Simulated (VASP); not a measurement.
Given:

```yaml
crystal:
  lattice:
    - [6.59956, 0.00000, 0.00000]
    - [0.00000, 6.59956, 0.00000]
    - [0.00000, 0.00000, 3.57316]
  atoms:
    - { symbol: W, position: [0.00000, 0.00000, 0.00000] }
    - { symbol: W, position: [0.50000, 0.50000, 0.50000] }
    - { symbol: Te, position: [0.28469, 0.28469, 0.00000] }
    - { symbol: Te, position: [0.78469, 0.21531, 0.50000] }
    - { symbol: Te, position: [0.21531, 0.78469, 0.50000] }
    - { symbol: Te, position: [0.71531, 0.71531, 0.00000] }
```

Method: PBEsol GGA, VASP's PBE PAW potentials (set 64) (plane waves; VASP). Numerical set-up: 400 eV cut-off, 5×5×10 Γ-centred mesh, tetrahedra with Blöchl corrections, potentials W_sv Te.

The cores are frozen, which limits the accuracy of field gradients.

Problem. Give the principal components of the electric field gradient (V/Å²) and the asymmetry η at each nucleus.

Solution. 
| atom | Vxx | Vyy | Vzz | η |
|---|---|---|---|---|
| W1 | -91.6 | -14.8 | 106.3 | 0.72 |
| W2 | -91.6 | -14.8 | 106.3 | 0.72 |
| Te3 | -31.1 | -14.0 | 45.1 | 0.38 |
| Te4 | -31.1 | -14.0 | 45.1 | 0.38 |
| Te5 | -31.1 | -14.0 | 45.1 | 0.38 |
| Te6 | -31.1 | -14.0 | 45.1 | 0.38 |

The structure was generated: Te2W was put into the rutile type (P4_2/mnm), which need not be its known phase. It was relaxed first, which changed the volume by -30 %.
